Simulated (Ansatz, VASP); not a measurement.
# Cross-check of PtC between VASP and Ansatz

Wanted: the spread between two codes on one cell, functional and k mesh. The cell is generated by rule, not measured, and may not be a known phase. The cell is taken from a series of runs on this material, whose earlier steps may have relaxed, scaled, displaced or heated it; both programs get it as it stands.

Main program and level: Ansatz 0.2.0; plane waves, with VASP 6.6.1 beside it; zone-centre phonons at LDA.

The structure was built from a prototype and need not be the compound's stable phase.

### 1. The starting structure

Symmetry: Pmc2_1, No. 26, orthorhombic system. Conventional cell: a = 2.999 Å, b = 5.679 Å, c = 5.570 Å, α = 90.00°, β = 90.00°, γ = 90.00°. Nearest to Pt lie 4 C at 2.01 to 2.16 Å. Nearest to Pt lie 4 C at 1.99 to 2.09 Å. Nearest to C lie 4 Pt at 2.00 to 2.16 Å. Nearest to C lie 4 Pt at 1.99 to 2.09 Å. Farther neighbours are not listed.

Structure file:

```
Pt C
1.0
     2.99898    0.00000    0.00000
     0.00000    5.67869    0.00000
     0.00000    0.00000    5.57010
Pt C
4 4
Direct
  0.00000 0.27528 0.04205
  0.50000 0.83132 0.96977
  0.50000 0.16868 0.46977
  0.00000 0.72472 0.54205
  0.00000 0.39471 0.41099
  0.50000 0.82823 0.32719
  0.50000 0.17177 0.82719
  0.00000 0.60529 0.91099
```

### 2. VASP: zone-centre phonons, LDA

Second derivatives magnify differences that forces hide, and they need a tight electronic threshold.

Lines of VASP's logs that name or quote its potential files are left out, and so is its time.

Contents of INCAR:

```
SYSTEM = PtC
PREC = Accurate
ENCUT = 600
EDIFF = 1E-08
NELM = 120
ISMEAR = 1
SIGMA = 0.15
LREAL = .FALSE.
ALGO = Normal
GGA = PW92
NBANDS = 36
LASPH = .TRUE.
LORBIT = 11
LWAVE = .FALSE.
LCHARG = .FALSE.
ISIF = 2
IBRION = 8
GGA_COMPAT = .FALSE.
KPAR = 2
```

Contents of POSCAR:

```
PtC
1.0
    2.9989819224      0.0000000000      0.0000000000
    0.0000000000      5.6786862195      0.0000000000
    0.0000000000      0.0000000000      5.5701004006
Pt C
4 4
Direct
    0.0000000000      0.2752760046      0.0420476678
    0.5000000000      0.8313214120      0.9697718892
    0.5000000000      0.1686785880      0.4697718892
    0.0000000000      0.7247239954      0.5420476678
    0.0000000000      0.3947063046      0.4109874507
    0.5000000000      0.8282295245      0.3271929924
    0.5000000000      0.1717704755      0.8271929924
    0.0000000000      0.6052936954      0.9109874507
```

Contents of KPOINTS:

```
Automatic mesh
0
Gamma
10 6 6
0 0 0
```

PAW data sets: Pt and C (LDA family, release 64).

On the command line:

```bash
mpirun -np 2 vasp_std
```

Numbers of over 12 decimals in the logs are rounded to 6 here.

The log of the run:

```text
[banner, memory and clock lines left out]
running    2 mpi-ranks, on    1 nodes
 distrk:  each k-point on    1 cores,    2 groups
 distr:  one band on    1 cores,    1 groups

 POSCAR found type information on POSCAR PtC
 POSCAR found :  2 types and       8 ions
|                                                                             |
|               ----> ADVICE to this user running VASP <----                  |
|                                                                             |
|     You enforced a specific xc type in the INCAR file but a different       |
|     [... a line on the potential file left out ...]
|     I HOPE YOU KNOW WHAT YOU ARE DOING!                                     |
|                                                                             |

 LDA part: xc-table for (Slater(with rela. corr.)+PW92), standard interpolation
 POSCAR, INCAR and KPOINTS ok, starting setup
 FFT: planning ... GRIDC
 FFT: planning ... GRID_SOFT
 FFT: planning ... GRID
 WAVECAR not read
 entering main loop
       N       E                     dE             d eps       ncg     rms          rms(c)
DAV:   1     0.351344157540E+03    0.35134E+03   -0.31291E+04  6912   0.168E+03
DAV:   2    -0.498487489968E+02   -0.40119E+03   -0.38610E+03  7864   0.341E+02
DAV:   3    -0.725976652030E+02   -0.22749E+02   -0.22157E+02  8124   0.751E+01
DAV:   4    -0.731750379709E+02   -0.57737E+00   -0.57414E+00  8356   0.125E+01
DAV:   5    -0.731849413295E+02   -0.99034E-02   -0.98982E-02  7992   0.162E+00    0.468E+01
DAV:   6    -0.649873934772E+02    0.81975E+01   -0.52391E+01  8080   0.480E+01    0.184E+01
DAV:   7    -0.636483462752E+02    0.13390E+01   -0.10316E+01  7360   0.213E+01    0.112E+01
DAV:   8    -0.635421767554E+02    0.10617E+00   -0.11355E+00  7384   0.547E+00    0.376E+00
DAV:   9    -0.634764891547E+02    0.65688E-01   -0.17824E-01  7656   0.325E+00    0.989E-01
DAV:  10    -0.634730429178E+02    0.34462E-02   -0.38248E-02  7476   0.133E+00    0.445E-01
DAV:  11    -0.634730448966E+02   -0.19788E-05   -0.24315E-03  8116   0.294E-01    0.247E-01
DAV:  12    -0.634730659367E+02   -0.21040E-04   -0.32836E-04  7904   0.124E-01    0.121E-01
DAV:  13    -0.634730351293E+02    0.30807E-04   -0.10772E-04  7780   0.636E-02    0.135E-02
DAV:  14    -0.634730343967E+02    0.73256E-06   -0.67252E-06  8056   0.151E-02    0.495E-03
DAV:  15    -0.634730340565E+02    0.34021E-06   -0.15257E-06  7696   0.653E-03    0.182E-03
DAV:  16    -0.634730340587E+02   -0.22119E-08   -0.20187E-07  7804   0.225E-03    0.107E-03
DAV:  17    -0.634730340555E+02    0.32505E-08   -0.15906E-08  3828   0.859E-04
   1 F= -.63473034E+02 E0= -.63472528E+02  d E =-.151849E-02
 Linear response reoptimize wavefunctions to high precision
DAV:   1    -0.634730340550E+02    0.44474E-09   -0.28775E-09  3856   0.377E-04
DAV:   2    -0.634730340551E+02   -0.31378E-10   -0.52361E-10  3684   0.113E-04
 Linear response DOF=          12
 Linear response progress:
  Degree of freedom:   1/ 12
       N       E                     dE             d eps       ncg     rms          rms(c)
RMM:   1    -0.251397866166E+00   -0.25140E+00   -0.30647E-01 23185   0.253E+00
RMM:   2    -0.239422463028E+00    0.11975E-01   -0.90768E-03 20268   0.436E-01    0.264E-01
RMM:   3    -0.238801046516E+00    0.62142E-03   -0.70149E-04 21686   0.116E-01    0.152E-01
RMM:   4    -0.238972425821E+00   -0.17138E-03   -0.82799E-04 21372   0.118E-01    0.272E-02
RMM:   5    -0.239020373611E+00   -0.47948E-04   -0.50547E-05 21624   0.345E-02    0.532E-03
RMM:   6    -0.239015951025E+00    0.44226E-05   -0.23272E-06 21845   0.715E-03    0.191E-03
RMM:   7    -0.239005792363E+00    0.10159E-04   -0.20891E-07 22504   0.168E-03    0.123E-03
RMM:   8    -0.238997968497E+00    0.78239E-05   -0.57790E-08 21995   0.801E-04    0.296E-04
RMM:   9    -0.238996821576E+00    0.11469E-05    0.49416E-08 22367   0.392E-04    0.116E-04
RMM:  10    -0.238996240984E+00    0.58059E-06    0.28065E-08 23011   0.108E-04    0.405E-05
RMM:  11    -0.238996169983E+00    0.71001E-07   -0.20324E-08 22962   0.632E-05    0.124E-05
RMM:  12    -0.238996198317E+00   -0.28334E-07   -0.30573E-08 23629   0.329E-05    0.631E-06
RMM:  13    -0.238996226360E+00   -0.28043E-07    0.16568E-10 23112   0.242E-05    0.179E-06
RMM:  14    -0.238996232937E+00   -0.65764E-08   -0.90481E-10 22080   0.213E-05    0.809E-07
 first order change of Fermi-energy   0.16489E-03
 force on displaced ion       1 direction 1 : -14.408   0.012  -0.002
 Linear response progress:
  Degree of freedom:   2/ 12
       N       E                     dE             d eps       ncg     rms          rms(c)
RMM:   1    -0.281333081301E+00   -0.28133E+00   -0.31599E-01 15360   0.259E+00
RMM:   2    -0.267123530500E+00    0.14210E-01   -0.89091E-03 12969   0.454E-01    0.286E-01
[...]
RMM:  13    -0.265757243637E+00    0.50092E-07   -0.75817E-07 15471   0.462E-05    0.979E-06
RMM:  14    -0.265757210483E+00    0.33154E-07   -0.74718E-08 14967   0.313E-05    0.285E-06
RMM:  15    -0.265757205442E+00    0.50406E-08   -0.68480E-08 15662   0.268E-05    0.101E-06
 first order change of Fermi-energy  -0.15194E+00
 force on displaced ion       2 direction 3 :   0.000  -0.290 -21.050
 Linear response progress:
  Degree of freedom:   7/ 12
[...]
first order change of Fermi-energy  -0.81804E-01
 force on displaced ion       5 direction 2 :   0.000 -22.694  -1.123
 Linear response progress:
  Degree of freedom:   9/ 12
       N       E                     dE             d eps       ncg     rms          rms(c)
RMM:   1    -0.119401865267E+00   -0.11940E+00    0.53881E-02 18997   0.149E+00
RMM:   2    -0.115973115505E+00    0.34287E-02   -0.46045E-03 13295   0.302E-01    0.240E-01
RMM:   3    -0.116223108868E+00   -0.24999E-03   -0.88341E-04 13926   0.121E-01    0.157E-01
RMM:   4    -0.116363431606E+00   -0.14032E-03   -0.23524E-04 13845   0.642E-02    0.669E-02
RMM:   5    -0.116524508510E+00   -0.16108E-03   -0.80546E-05 13737   0.358E-02    0.184E-02
RMM:   6    -0.116499428786E+00    0.25080E-04   -0.32479E-06 14507   0.946E-03    0.668E-03
RMM:   7    -0.116474075850E+00    0.25353E-04   -0.16554E-06 14063   0.427E-03    0.150E-03
RMM:   8    -0.116468933264E+00    0.51426E-05    0.27105E-08 14526   0.121E-03    0.716E-04
RMM:   9    -0.116466944308E+00    0.19890E-05   -0.12769E-07 14395   0.519E-04    0.301E-04
RMM:  10    -0.116466691773E+00    0.25254E-06   -0.60584E-07 14757   0.190E-04    0.113E-04
RMM:  11    -0.116466793292E+00   -0.10152E-06   -0.55172E-07 14959   0.758E-05    0.466E-05
RMM:  12    -0.116466867569E+00   -0.74277E-07   -0.26159E-07 15074   0.375E-05    0.110E-05
RMM:  13    -0.116466872943E+00   -0.53741E-08   -0.10575E-07 15310   0.189E-05    0.526E-06
RMM:  14    -0.116466880093E+00   -0.71499E-08   -0.22918E-08 15256   0.141E-05    0.153E-06
 first order change of Fermi-energy   0.22262E+00
 force on displaced ion       5 direction 3 :   0.000  -1.125  -9.572
 Linear response progress:
  Degree of freedom:  10/ 12
       N       E                     dE             d eps       ncg     rms          rms(c)
RMM:   1    -0.113262926296E+00   -0.11326E+00    0.63741E-02 29014   0.154E+00
RMM:   2    -0.110167094156E+00    0.30958E-02   -0.43745E-03 20600   0.315E-01    0.224E-01
RMM:   3    -0.110470587518E+00   -0.30349E-03   -0.48115E-04 21528   0.924E-02    0.114E-01
RMM:   4    -0.110940724898E+00   -0.47014E-03   -0.23163E-04 21300   0.621E-02    0.189E-02
RMM:   5    -0.110908344511E+00    0.32380E-04   -0.10246E-05 22103   0.139E-02    0.228E-03
RMM:   6    -0.110898902848E+00    0.94417E-05   -0.31991E-07 22379   0.223E-03    0.128E-03
RMM:   7    -0.110894934202E+00    0.39686E-05   -0.22864E-08 22132   0.743E-04    0.611E-04
RMM:   8    -0.110893827074E+00    0.11071E-05   -0.23542E-08 22158   0.380E-04    0.140E-04
RMM:   9    -0.110894750151E+00   -0.92308E-06   -0.60160E-08 22848   0.125E-04    0.757E-05
RMM:  10    -0.110894689246E+00    0.60906E-07   -0.11778E-07 23333   0.439E-05    0.249E-05
RMM:  11    -0.110894646904E+00    0.42341E-07   -0.67553E-08 23083   0.243E-05    0.682E-06
RMM:  12    -0.110894659862E+00   -0.12958E-07   -0.43527E-08 23473   0.165E-05    0.317E-06
RMM:  13    -0.110894674497E+00   -0.14635E-07   -0.26401E-08 21646   0.137E-05    0.104E-06
RMM:  14    -0.110894674607E+00   -0.10945E-09   -0.19846E-08 13689   0.121E-05    0.469E-07
 first order change of Fermi-energy  -0.77738E-04
 force on displaced ion       6 direction 1 : -13.331  -0.001   0.002
 Linear response progress:
  Degree of freedom:  11/ 12
       N       E                     dE             d eps       ncg     rms          rms(c)
RMM:   1    -0.118680730316E+00   -0.11868E+00    0.61417E-02 19180   0.152E+00
RMM:   2    -0.115073225031E+00    0.36075E-02   -0.44756E-03 13244   0.311E-01    0.263E-01
RMM:   3    -0.115198678541E+00   -0.12545E-03   -0.12241E-03 13755   0.149E-01    0.198E-01
RMM:   4    -0.115260548840E+00   -0.61870E-04   -0.30324E-04 13573   0.747E-02    0.913E-02
RMM:   5    -0.115455883341E+00   -0.19533E-03   -0.90201E-05 13788   0.409E-02    0.241E-02
RMM:   6    -0.115439621661E+00    0.16262E-04   -0.11012E-05 14402   0.111E-02    0.893E-03
RMM:   7    -0.115394954968E+00    0.44667E-04   -0.23864E-06 14081   0.579E-03    0.171E-03
RMM:   8    -0.115391051882E+00    0.39031E-05    0.27554E-08 14464   0.151E-03    0.865E-04
RMM:   9    -0.115388660716E+00    0.23912E-05    0.77816E-08 14450   0.648E-04    0.340E-04
RMM:  10    -0.115387857858E+00    0.80286E-06   -0.33646E-07 14917   0.217E-04    0.145E-04
RMM:  11    -0.115387619590E+00    0.23827E-06   -0.61585E-07 14634   0.109E-04    0.446E-05
RMM:  12    -0.115387729432E+00   -0.10984E-06   -0.44787E-07 15101   0.488E-05    0.155E-05
RMM:  13    -0.115387747642E+00   -0.18210E-07   -0.12718E-07 15221   0.239E-05    0.760E-06
RMM:  14    -0.115387757685E+00   -0.10043E-07   -0.45393E-08 15270   0.175E-05    0.217E-06
RMM:  15    -0.115387760792E+00   -0.31069E-08   -0.31262E-08 13740   0.129E-05    0.101E-06
 first order change of Fermi-energy  -0.51822E-01
 force on displaced ion       6 direction 2 :   0.000 -11.848   0.746
 Linear response progress:
  Degree of freedom:  12/ 12
       N       E                     dE             d eps       ncg     rms          rms(c)
RMM:   1    -0.125732312963E+00   -0.12573E+00    0.12395E-01 20243   0.169E+00
RMM:   2    -0.121544828817E+00    0.41875E-02   -0.64599E-03 13269   0.384E-01    0.406E-01
RMM:   3    -0.121719525831E+00   -0.17470E-03   -0.16654E-03 13571   0.170E-01    0.287E-01
RMM:   4    -0.121851028331E+00   -0.13150E-03   -0.59976E-04 13224   0.105E-01    0.124E-01
RMM:   5    -0.122103124816E+00   -0.25210E-03   -0.16236E-04 13611   0.508E-02    0.224E-02
RMM:   6    -0.122090006148E+00    0.13119E-04   -0.45622E-06 14378   0.123E-02    0.799E-03
RMM:   7    -0.122065444884E+00    0.24561E-04    0.18456E-07 13901   0.675E-03    0.234E-03
RMM:   8    -0.122062275173E+00    0.31697E-05    0.18579E-07 14375   0.198E-03    0.108E-03
RMM:   9    -0.122060174711E+00    0.21005E-05   -0.41053E-07 14423   0.693E-04    0.387E-04
RMM:  10    -0.122059404214E+00    0.77050E-06   -0.11535E-06 14903   0.254E-04    0.122E-04
RMM:  11    -0.122059393985E+00    0.10228E-07   -0.11929E-06 15043   0.960E-05    0.516E-05
RMM:  12    -0.122059461353E+00   -0.67367E-07   -0.40746E-07 15079   0.480E-05    0.172E-05
RMM:  13    -0.122059485187E+00   -0.23834E-07   -0.18710E-07 15294   0.246E-05    0.538E-06
RMM:  14    -0.122059495748E+00   -0.10561E-07   -0.43964E-08 15039   0.174E-05    0.186E-06
RMM:  15    -0.122059498712E+00   -0.29647E-08   -0.23358E-08 13575   0.144E-05    0.807E-07
 first order change of Fermi-energy   0.78926E-02
 force on displaced ion       6 direction 3 :   0.000   0.736 -24.312
 Linear response finished
```

(Part 1 of 2 ends here.)

[Lines on the potential files, build, host, timing and source positions are cut from VASP's logs without a mark.]

[Logs are printed without paths, hosts, clocks, repeated set-up lines and the standing remarks that a program may print on its own settings, such as how far it seeks lower states.]

[Hosts, paths, dates, database ids (printed as entryN), source tags and the programs' standing remarks are cut or masked in the printed files.]
